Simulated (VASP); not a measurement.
The system is Pt.

```
CELL_PARAMETERS angstrom
0.00000 1.96090 1.96090
1.96090 0.00000 1.96090
1.96090 1.96090 0.00000
ATOMIC_POSITIONS crystal
Pt 0.00000 0.00000 0.00000
```

* Program: VASP 6.6.1
* Task: relaxation of cell and atoms
* Functional: LDA
* Potentials or basis: VASP PAW LDA potentials, release 64 (Pt)
* Cutoff: 350 eV
* k mesh: 10 × 10 × 10
* Occupations: gaussian, width 0.1 eV
* Spin: no spin polarisation

At the start: pressure -6.1 GPa; volume 15.08 Å³/atom.

Q: How do energy, volume and symmetry change on relaxing?

A: Over 4 steps the energy falls by 5.9 meV/atom and the volume is 14.77 Å³/atom (-2.0 %); space group Fm-3m (No. 225, to 0.05 Å).

The path:
```tsv
step	energy change (eV)	largest force (eV/Å)	pressure (GPa)	volume (Å³)
1	0.0000	0.0000	-6.08	15.08
2	0.0564	0.0000	23.52	13.87
3	-0.0059	0.0000	-0.17	14.78
4	-0.0059	0.0000	-0.02	14.77
```

Final structure:
```
Pt
1.0
     0.00000    1.94757    1.94757
     1.94757    0.00000    1.94757
     1.94757    1.94757    0.00000
Pt
1
Cartesian
  1.9476 0.0000 1.9476
```
